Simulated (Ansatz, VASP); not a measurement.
## Sn in two plane-wave programs

One calculation is typed for both programs; each brings its own data sets. How far apart do they land? The cell is taken from a series of runs on this material, whose earlier steps may have relaxed, scaled, displaced or heated it; both programs get it as it stands.

Main program and level: Ansatz 0.2.0; plane waves, with VASP 6.6.1 beside it; zone-centre phonons at LDA.

## (1) Starting point

It takes space group R-3m (No. 166, trigonal). The conventional cell has a = 4.669 Å, b = 4.669 Å, c = 11.415 Å, α = 90.00°, β = 90.00°, γ = 120.00°. Nearest to Sn lie 4 Sn at 2.86 Å.

## (2) VASP: zone-centre phonons, LDA

Second derivatives magnify differences that forces hide, and they need a tight electronic threshold.

Lines of VASP's logs that name or quote its potential files are left out, and so is its time.

Contents of INCAR:

```
SYSTEM = Sn
PREC = Accurate
ENCUT = 500
EDIFF = 1E-08
NELM = 120
ISMEAR = 0
SIGMA = 0.015
LREAL = .FALSE.
ALGO = Normal
GGA = CA
NBANDS = 20
LORBIT = 11
LWAVE = .FALSE.
LCHARG = .FALSE.
ISIF = 2
ISYM = 2
IBRION = 8
LASPH = .TRUE.
GGA_COMPAT = .FALSE.
KPAR = 2
```

Contents of POSCAR:

```
Sn
1.0
   -0.0043576152      3.2973530346      3.2973530346
    3.2973530346     -0.0043576152      3.2973530346
    3.2973530346      3.2973530346     -0.0043576152
Sn
2
Direct
    0.4998328037      0.4998328037      0.4998328037
    0.7501671963      0.7501671963      0.7501671963
```

Contents of KPOINTS:

```
Points of the shifted mesh
1728
Reciprocal
 0.0416666667  0.0416666667  0.0416666667 1
 0.0416666667  0.0416666667  0.1250000000 1
 0.0416666667  0.0416666667  0.2083333333 1
 0.0416666667  0.0416666667  0.2916666667 1
 0.0416666667  0.0416666667  0.3750000000 1
 0.0416666667  0.0416666667  0.4583333333 1
 0.0416666667  0.0416666667  0.5416666667 1
 0.0416666667  0.0416666667  0.6250000000 1
 0.0416666667  0.0416666667  0.7083333333 1
 0.0416666667  0.0416666667  0.7916666667 1
 0.0416666667  0.0416666667  0.8750000000 1
 0.0416666667  0.0416666667  0.9583333333 1
 0.0416666667  0.1250000000  0.0416666667 1
 0.0416666667  0.1250000000  0.1250000000 1
 0.0416666667  0.1250000000  0.2083333333 1
 0.0416666667  0.1250000000  0.2916666667 1
 0.0416666667  0.1250000000  0.3750000000 1
 0.0416666667  0.1250000000  0.4583333333 1
 0.0416666667  0.1250000000  0.5416666667 1
 0.0416666667  0.1250000000  0.6250000000 1
 0.0416666667  0.1250000000  0.7083333333 1
 0.0416666667  0.1250000000  0.7916666667 1
 0.0416666667  0.1250000000  0.8750000000 1
 0.0416666667  0.1250000000  0.9583333333 1
 0.0416666667  0.2083333333  0.0416666667 1
 0.0416666667  0.2083333333  0.1250000000 1
 0.0416666667  0.2083333333  0.2083333333 1
 0.0416666667  0.2083333333  0.2916666667 1
 0.0416666667  0.2083333333  0.3750000000 1
 0.0416666667  0.2083333333  0.4583333333 1
 0.0416666667  0.2083333333  0.5416666667 1
 0.0416666667  0.2083333333  0.6250000000 1
 0.0416666667  0.2083333333  0.7083333333 1
 0.0416666667  0.2083333333  0.7916666667 1
 0.0416666667  0.2083333333  0.8750000000 1
 0.0416666667  0.2083333333  0.9583333333 1
 0.0416666667  0.2916666667  0.0416666667 1
 0.0416666667  0.2916666667  0.1250000000 1
 0.0416666667  0.2916666667  0.2083333333 1
 0.0416666667  0.2916666667  0.2916666667 1
 0.0416666667  0.2916666667  0.3750000000 1
 0.0416666667  0.2916666667  0.4583333333 1
 0.0416666667  0.2916666667  0.5416666667 1
 0.0416666667  0.2916666667  0.6250000000 1
 0.0416666667  0.2916666667  0.7083333333 1
 0.0416666667  0.2916666667  0.7916666667 1
 0.0416666667  0.2916666667  0.8750000000 1
 0.0416666667  0.2916666667  0.9583333333 1
 0.0416666667  0.3750000000  0.0416666667 1
 0.0416666667  0.3750000000  0.1250000000 1
 0.0416666667  0.3750000000  0.2083333333 1
 0.0416666667  0.3750000000  0.2916666667 1
 0.0416666667  0.3750000000  0.3750000000 1
 0.0416666667  0.3750000000  0.4583333333 1
 0.0416666667  0.3750000000  0.5416666667 1
 0.0416666667  0.3750000000  0.6250000000 1
 0.0416666667  0.3750000000  0.7083333333 1
 0.0416666667  0.3750000000  0.7916666667 1
 0.0416666667  0.3750000000  0.8750000000 1
 0.0416666667  0.3750000000  0.9583333333 1
 0.0416666667  0.4583333333  0.0416666667 1
 0.0416666667  0.4583333333  0.1250000000 1
 0.0416666667  0.4583333333  0.2083333333 1
 0.0416666667  0.4583333333  0.2916666667 1
 0.0416666667  0.4583333333  0.3750000000 1
 0.0416666667  0.4583333333  0.4583333333 1
 0.0416666667  0.4583333333  0.5416666667 1
 0.0416666667  0.4583333333  0.6250000000 1
 0.0416666667  0.4583333333  0.7083333333 1
 0.0416666667  0.4583333333  0.7916666667 1
 0.0416666667  0.4583333333  0.8750000000 1
 0.0416666667  0.4583333333  0.9583333333 1
 0.0416666667  0.5416666667  0.0416666667 1
 0.0416666667  0.5416666667  0.1250000000 1
 0.0416666667  0.5416666667  0.2083333333 1
 0.0416666667  0.5416666667  0.2916666667 1
 0.0416666667  0.5416666667  0.3750000000 1
 0.0416666667  0.5416666667  0.4583333333 1
 0.0416666667  0.5416666667  0.5416666667 1
 0.0416666667  0.5416666667  0.6250000000 1
 0.0416666667  0.5416666667  0.7083333333 1
 0.0416666667  0.5416666667  0.7916666667 1
 0.0416666667  0.5416666667  0.8750000000 1
 0.0416666667  0.5416666667  0.9583333333 1
 0.0416666667  0.6250000000  0.0416666667 1
 0.0416666667  0.6250000000  0.1250000000 1
 0.0416666667  0.6250000000  0.2083333333 1
 0.0416666667  0.6250000000  0.2916666667 1
 0.0416666667  0.6250000000  0.3750000000 1
 0.0416666667  0.6250000000  0.4583333333 1
 0.0416666667  0.6250000000  0.5416666667 1
 0.0416666667  0.6250000000  0.6250000000 1
 0.0416666667  0.6250000000  0.7083333333 1
 0.0416666667  0.6250000000  0.7916666667 1
 0.0416666667  0.6250000000  0.8750000000 1
 0.0416666667  0.6250000000  0.9583333333 1
 0.0416666667  0.7083333333  0.0416666667 1
 0.0416666667  0.7083333333  0.1250000000 1
 0.0416666667  0.7083333333  0.2083333333 1
 0.0416666667  0.7083333333  0.2916666667 1
 0.0416666667  0.7083333333  0.3750000000 1
 0.0416666667  0.7083333333  0.4583333333 1
 0.0416666667  0.7083333333  0.5416666667 1
 0.0416666667  0.7083333333  0.6250000000 1
 0.0416666667  0.7083333333  0.7083333333 1
 0.0416666667  0.7083333333  0.7916666667 1
 0.0416666667  0.7083333333  0.8750000000 1
 0.0416666667  0.7083333333  0.9583333333 1
 0.0416666667  0.7916666667  0.0416666667 1
 0.0416666667  0.7916666667  0.1250000000 1
 0.0416666667  0.7916666667  0.2083333333 1
 0.0416666667  0.7916666667  0.2916666667 1
[... 1390 lines left out ...]
 0.8750000000  0.4583333333  0.1250000000 1
 0.8750000000  0.4583333333  0.2083333333 1
 0.8750000000  0.4583333333  0.2916666667 1
 0.8750000000  0.4583333333  0.3750000000 1
 0.8750000000  0.4583333333  0.4583333333 1
 0.8750000000  0.4583333333  0.5416666667 1
 0.8750000000  0.4583333333  0.6250000000 1
 0.8750000000  0.4583333333  0.7083333333 1
 0.8750000000  0.4583333333  0.7916666667 1
 0.8750000000  0.4583333333  0.8750000000 1
 0.8750000000  0.4583333333  0.9583333333 1
 0.8750000000  0.5416666667  0.0416666667 1
 0.8750000000  0.5416666667  0.1250000000 1
 0.8750000000  0.5416666667  0.2083333333 1
 0.8750000000  0.5416666667  0.2916666667 1
 0.8750000000  0.5416666667  0.3750000000 1
 0.8750000000  0.5416666667  0.4583333333 1
 0.8750000000  0.5416666667  0.5416666667 1
 0.8750000000  0.5416666667  0.6250000000 1
 0.8750000000  0.5416666667  0.7083333333 1
 0.8750000000  0.5416666667  0.7916666667 1
 0.8750000000  0.5416666667  0.8750000000 1
 0.8750000000  0.5416666667  0.9583333333 1
 0.8750000000  0.6250000000  0.0416666667 1
 0.8750000000  0.6250000000  0.1250000000 1
 0.8750000000  0.6250000000  0.2083333333 1
 0.8750000000  0.6250000000  0.2916666667 1
 0.8750000000  0.6250000000  0.3750000000 1
 0.8750000000  0.6250000000  0.4583333333 1
 0.8750000000  0.6250000000  0.5416666667 1
 0.8750000000  0.6250000000  0.6250000000 1
 0.8750000000  0.6250000000  0.7083333333 1
 0.8750000000  0.6250000000  0.7916666667 1
 0.8750000000  0.6250000000  0.8750000000 1
 0.8750000000  0.6250000000  0.9583333333 1
 0.8750000000  0.7083333333  0.0416666667 1
 0.8750000000  0.7083333333  0.1250000000 1
 0.8750000000  0.7083333333  0.2083333333 1
 0.8750000000  0.7083333333  0.2916666667 1
 0.8750000000  0.7083333333  0.3750000000 1
 0.8750000000  0.7083333333  0.4583333333 1
 0.8750000000  0.7083333333  0.5416666667 1
 0.8750000000  0.7083333333  0.6250000000 1
 0.8750000000  0.7083333333  0.7083333333 1
 0.8750000000  0.7083333333  0.7916666667 1
 0.8750000000  0.7083333333  0.8750000000 1
 0.8750000000  0.7083333333  0.9583333333 1
 0.8750000000  0.7916666667  0.0416666667 1
 0.8750000000  0.7916666667  0.1250000000 1
 0.8750000000  0.7916666667  0.2083333333 1
 0.8750000000  0.7916666667  0.2916666667 1
 0.8750000000  0.7916666667  0.3750000000 1
 0.8750000000  0.7916666667  0.4583333333 1
 0.8750000000  0.7916666667  0.5416666667 1
 0.8750000000  0.7916666667  0.6250000000 1
 0.8750000000  0.7916666667  0.7083333333 1
 0.8750000000  0.7916666667  0.7916666667 1
 0.8750000000  0.7916666667  0.8750000000 1
 0.8750000000  0.7916666667  0.9583333333 1
 0.8750000000  0.8750000000  0.0416666667 1
 0.8750000000  0.8750000000  0.1250000000 1
 0.8750000000  0.8750000000  0.2083333333 1
 0.8750000000  0.8750000000  0.2916666667 1
 0.8750000000  0.8750000000  0.3750000000 1
 0.8750000000  0.8750000000  0.4583333333 1
 0.8750000000  0.8750000000  0.5416666667 1
 0.8750000000  0.8750000000  0.6250000000 1
 0.8750000000  0.8750000000  0.7083333333 1
 0.8750000000  0.8750000000  0.7916666667 1
 0.8750000000  0.8750000000  0.8750000000 1
 0.8750000000  0.8750000000  0.9583333333 1
 0.8750000000  0.9583333333  0.0416666667 1
 0.8750000000  0.9583333333  0.1250000000 1
 0.8750000000  0.9583333333  0.2083333333 1
 0.8750000000  0.9583333333  0.2916666667 1
 0.8750000000  0.9583333333  0.3750000000 1
 0.8750000000  0.9583333333  0.4583333333 1
 0.8750000000  0.9583333333  0.5416666667 1
 0.8750000000  0.9583333333  0.6250000000 1
 0.8750000000  0.9583333333  0.7083333333 1
 0.8750000000  0.9583333333  0.7916666667 1
 0.8750000000  0.9583333333  0.8750000000 1
 0.8750000000  0.9583333333  0.9583333333 1
 0.9583333333  0.0416666667  0.0416666667 1
 0.9583333333  0.0416666667  0.1250000000 1
 0.9583333333  0.0416666667  0.2083333333 1
 0.9583333333  0.0416666667  0.2916666667 1
 0.9583333333  0.0416666667  0.3750000000 1
 0.9583333333  0.0416666667  0.4583333333 1
 0.9583333333  0.0416666667  0.5416666667 1
 0.9583333333  0.0416666667  0.6250000000 1
 0.9583333333  0.0416666667  0.7083333333 1
 0.9583333333  0.0416666667  0.7916666667 1
 0.9583333333  0.0416666667  0.8750000000 1
 0.9583333333  0.0416666667  0.9583333333 1
 0.9583333333  0.1250000000  0.0416666667 1
 0.9583333333  0.1250000000  0.1250000000 1
 0.9583333333  0.1250000000  0.2083333333 1
 0.9583333333  0.1250000000  0.2916666667 1
 0.9583333333  0.1250000000  0.3750000000 1
 0.9583333333  0.1250000000  0.4583333333 1
 0.9583333333  0.1250000000  0.5416666667 1
 0.9583333333  0.1250000000  0.6250000000 1
 0.9583333333  0.1250000000  0.7083333333 1
 0.9583333333  0.1250000000  0.7916666667 1
 0.9583333333  0.1250000000  0.8750000000 1
 0.9583333333  0.1250000000  0.9583333333 1
 0.9583333333  0.2083333333  0.0416666667 1
 0.9583333333  0.2083333333  0.1250000000 1
 0.9583333333  0.2083333333  0.2083333333 1
 0.9583333333  0.2083333333  0.2916666667 1
 0.9583333333  0.2083333333  0.3750000000 1
 0.9583333333  0.2083333333  0.4583333333 1
 0.9583333333  0.2083333333  0.5416666667 1
 0.9583333333  0.2083333333  0.6250000000 1
 0.9583333333  0.2083333333  0.7083333333 1
 0.9583333333  0.2083333333  0.7916666667 1
 0.9583333333  0.2083333333  0.8750000000 1
 0.9583333333  0.2083333333  0.9583333333 1
 0.9583333333  0.2916666667  0.0416666667 1
 0.9583333333  0.2916666667  0.1250000000 1
 0.9583333333  0.2916666667  0.2083333333 1
 0.9583333333  0.2916666667  0.2916666667 1
 0.9583333333  0.2916666667  0.3750000000 1
 0.9583333333  0.2916666667  0.4583333333 1
 0.9583333333  0.2916666667  0.5416666667 1
 0.9583333333  0.2916666667  0.6250000000 1
 0.9583333333  0.2916666667  0.7083333333 1
 0.9583333333  0.2916666667  0.7916666667 1
 0.9583333333  0.2916666667  0.8750000000 1
 0.9583333333  0.2916666667  0.9583333333 1
 0.9583333333  0.3750000000  0.0416666667 1
 0.9583333333  0.3750000000  0.1250000000 1
 0.9583333333  0.3750000000  0.2083333333 1
 0.9583333333  0.3750000000  0.2916666667 1
 0.9583333333  0.3750000000  0.3750000000 1
 0.9583333333  0.3750000000  0.4583333333 1
 0.9583333333  0.3750000000  0.5416666667 1
 0.9583333333  0.3750000000  0.6250000000 1
 0.9583333333  0.3750000000  0.7083333333 1
 0.9583333333  0.3750000000  0.7916666667 1
 0.9583333333  0.3750000000  0.8750000000 1
 0.9583333333  0.3750000000  0.9583333333 1
 0.9583333333  0.4583333333  0.0416666667 1
 0.9583333333  0.4583333333  0.1250000000 1
 0.9583333333  0.4583333333  0.2083333333 1
 0.9583333333  0.4583333333  0.2916666667 1
 0.9583333333  0.4583333333  0.3750000000 1
 0.9583333333  0.4583333333  0.4583333333 1
 0.9583333333  0.4583333333  0.5416666667 1
 0.9583333333  0.4583333333  0.6250000000 1
 0.9583333333  0.4583333333  0.7083333333 1
 0.9583333333  0.4583333333  0.7916666667 1
 0.9583333333  0.4583333333  0.8750000000 1
 0.9583333333  0.4583333333  0.9583333333 1
 0.9583333333  0.5416666667  0.0416666667 1
 0.9583333333  0.5416666667  0.1250000000 1
 0.9583333333  0.5416666667  0.2083333333 1
 0.9583333333  0.5416666667  0.2916666667 1
 0.9583333333  0.5416666667  0.3750000000 1
 0.9583333333  0.5416666667  0.4583333333 1
 0.9583333333  0.5416666667  0.5416666667 1
 0.9583333333  0.5416666667  0.6250000000 1
 0.9583333333  0.5416666667  0.7083333333 1
 0.9583333333  0.5416666667  0.7916666667 1
 0.9583333333  0.5416666667  0.8750000000 1
 0.9583333333  0.5416666667  0.9583333333 1
 0.9583333333  0.6250000000  0.0416666667 1
 0.9583333333  0.6250000000  0.1250000000 1
 0.9583333333  0.6250000000  0.2083333333 1
 0.9583333333  0.6250000000  0.2916666667 1
 0.9583333333  0.6250000000  0.3750000000 1
 0.9583333333  0.6250000000  0.4583333333 1
 0.9583333333  0.6250000000  0.5416666667 1
 0.9583333333  0.6250000000  0.6250000000 1
 0.9583333333  0.6250000000  0.7083333333 1
 0.9583333333  0.6250000000  0.7916666667 1
 0.9583333333  0.6250000000  0.8750000000 1
 0.9583333333  0.6250000000  0.9583333333 1
 0.9583333333  0.7083333333  0.0416666667 1
 0.9583333333  0.7083333333  0.1250000000 1
 0.9583333333  0.7083333333  0.2083333333 1
 0.9583333333  0.7083333333  0.2916666667 1
 0.9583333333  0.7083333333  0.3750000000 1
 0.9583333333  0.7083333333  0.4583333333 1
 0.9583333333  0.7083333333  0.5416666667 1
 0.9583333333  0.7083333333  0.6250000000 1
 0.9583333333  0.7083333333  0.7083333333 1
 0.9583333333  0.7083333333  0.7916666667 1
 0.9583333333  0.7083333333  0.8750000000 1
 0.9583333333  0.7083333333  0.9583333333 1
 0.9583333333  0.7916666667  0.0416666667 1
 0.9583333333  0.7916666667  0.1250000000 1
 0.9583333333  0.7916666667  0.2083333333 1
 0.9583333333  0.7916666667  0.2916666667 1
 0.9583333333  0.7916666667  0.3750000000 1
 0.9583333333  0.7916666667  0.4583333333 1
 0.9583333333  0.7916666667  0.5416666667 1
 0.9583333333  0.7916666667  0.6250000000 1
 0.9583333333  0.7916666667  0.7083333333 1
 0.9583333333  0.7916666667  0.7916666667 1
 0.9583333333  0.7916666667  0.8750000000 1
 0.9583333333  0.7916666667  0.9583333333 1
 0.9583333333  0.8750000000  0.0416666667 1
 0.9583333333  0.8750000000  0.1250000000 1
 0.9583333333  0.8750000000  0.2083333333 1
 0.9583333333  0.8750000000  0.2916666667 1
 0.9583333333  0.8750000000  0.3750000000 1
 0.9583333333  0.8750000000  0.4583333333 1
 0.9583333333  0.8750000000  0.5416666667 1
 0.9583333333  0.8750000000  0.6250000000 1
 0.9583333333  0.8750000000  0.7083333333 1
 0.9583333333  0.8750000000  0.7916666667 1
 0.9583333333  0.8750000000  0.8750000000 1
 0.9583333333  0.8750000000  0.9583333333 1
 0.9583333333  0.9583333333  0.0416666667 1
 0.9583333333  0.9583333333  0.1250000000 1
 0.9583333333  0.9583333333  0.2083333333 1
 0.9583333333  0.9583333333  0.2916666667 1
 0.9583333333  0.9583333333  0.3750000000 1
 0.9583333333  0.9583333333  0.4583333333 1
 0.9583333333  0.9583333333  0.5416666667 1
 0.9583333333  0.9583333333  0.6250000000 1
 0.9583333333  0.9583333333  0.7083333333 1
 0.9583333333  0.9583333333  0.7916666667 1
 0.9583333333  0.9583333333  0.8750000000 1
 0.9583333333  0.9583333333  0.9583333333 1
```

Potentials, in the order of the species: Sn_d (LDA family, release 64).

Started as:

```sh
$ mpirun -np 2 vasp_std
```

Numbers of over 12 decimals in the logs are rounded to 6 here.

Output:

```text
[banner, memory and clock lines left out]
running    2 mpi-ranks, on    1 nodes
 distrk:  each k-point on    1 cores,    2 groups
 distr:  one band on    1 cores,    1 groups

 POSCAR found type information on POSCAR Sn
 POSCAR found :  1 types and       2 ions
 LDA part: xc-table for (Slater(with rela. corr.)+CA(PZ))
 , standard interpolation
 POSCAR, INCAR and KPOINTS ok, starting setup
 FFT: planning ... GRIDC
 FFT: planning ... GRID_SOFT
 FFT: planning ... GRID
 WAVECAR not read
 entering main loop
       N       E                     dE             d eps       ncg     rms          rms(c)
DAV:   1     0.221836905309E+03    0.22184E+03   -0.14780E+04 69508   0.196E+03
DAV:   2     0.148384611184E+02   -0.20700E+03   -0.20325E+03 69284   0.437E+02
DAV:   3    -0.823843198232E+01   -0.23077E+02   -0.22935E+02 79088   0.143E+02
DAV:   4    -0.899790129675E+01   -0.75947E+00   -0.75909E+00 78208   0.294E+01
DAV:   5    -0.902455109206E+01   -0.26650E-01   -0.26649E-01 94628   0.540E+00    0.306E+00
DAV:   6    -0.895047445060E+01    0.74077E-01   -0.38886E-02 88804   0.222E+00    0.172E+00
DAV:   7    -0.891323526431E+01    0.37239E-01   -0.55053E-02 71880   0.216E+00    0.143E-01
DAV:   8    -0.891371656000E+01   -0.48130E-03   -0.50021E-03 79232   0.824E-01    0.504E-02
DAV:   9    -0.891380289798E+01   -0.86338E-04   -0.16424E-04 90636   0.978E-02    0.141E-02
DAV:  10    -0.891380474678E+01   -0.18488E-05   -0.12834E-05 87508   0.422E-02    0.357E-03
DAV:  11    -0.891380514730E+01   -0.40052E-06   -0.11190E-06 76748   0.700E-03    0.133E-03
DAV:  12    -0.891380514785E+01   -0.54615E-09   -0.54799E-08 80652   0.194E-03
   1 F= -.89138051E+01 E0= -.89138049E+01  d E =-.490847E-06
 Linear response reoptimize wavefunctions to high precision
DAV:   1    -0.891380515018E+01   -0.23315E-08   -0.53520E-09 70252   0.600E-04
DAV:   2    -0.891380515022E+01   -0.40927E-10   -0.42562E-10 44428   0.208E-04
 Linear response DOF=           1
 Linear response progress:
  Degree of freedom:   1/  1
       N       E                     dE             d eps       ncg     rms          rms(c)
RMM:   1    -0.216774157018E+00   -0.21677E+00    0.56214E-01 86820   0.101E+01
RMM:   2    -0.223586519557E+00   -0.68124E-02   -0.19934E-02121226   0.116E+00    0.656E-02
RMM:   3    -0.223708704790E+00   -0.12219E-03   -0.16125E-03127448   0.323E-01    0.299E-02
RMM:   4    -0.223580063027E+00    0.12864E-03   -0.11745E-04126113   0.982E-02    0.103E-02
RMM:   5    -0.223562552832E+00    0.17510E-04   -0.15196E-05129892   0.321E-02    0.414E-03
RMM:   6    -0.223565928042E+00   -0.33752E-05   -0.16069E-06130162   0.938E-03    0.160E-03
RMM:   7    -0.223567548265E+00   -0.16202E-05   -0.14043E-07128181   0.327E-03    0.486E-04
RMM:   8    -0.223565588506E+00    0.19598E-05    0.13661E-08130234   0.122E-03    0.231E-04
RMM:   9    -0.223565153623E+00    0.43488E-06    0.54021E-08133108   0.470E-04    0.311E-05
RMM:  10    -0.223565247121E+00   -0.93498E-07    0.16156E-08137048   0.201E-04    0.182E-05
RMM:  11    -0.223565210810E+00    0.36311E-07   -0.18509E-08133366   0.104E-04    0.472E-06
RMM:  12    -0.223565231146E+00   -0.20337E-07   -0.15698E-08141314   0.616E-05    0.279E-06
RMM:  13    -0.223565228401E+00    0.27452E-08    0.10518E-08139666   0.438E-05    0.167E-06
 first order change of Fermi-energy   0.10801E+01
 force on displaced ion       1 direction 1 :  -7.007  -0.017  -0.017
 Linear response finished
```

(Part 1 of 2 ends here.)

[Lines on the potential files, build, host, timing and source positions are cut from VASP's logs without a mark.]

[Logs are printed without paths, hosts, clocks, repeated set-up lines and the standing remarks that a program may print on its own settings, such as how far it seeks lower states.]

[Hosts, paths, dates, database ids (printed as entryN), source tags and the programs' standing remarks are cut or masked in the printed files.]
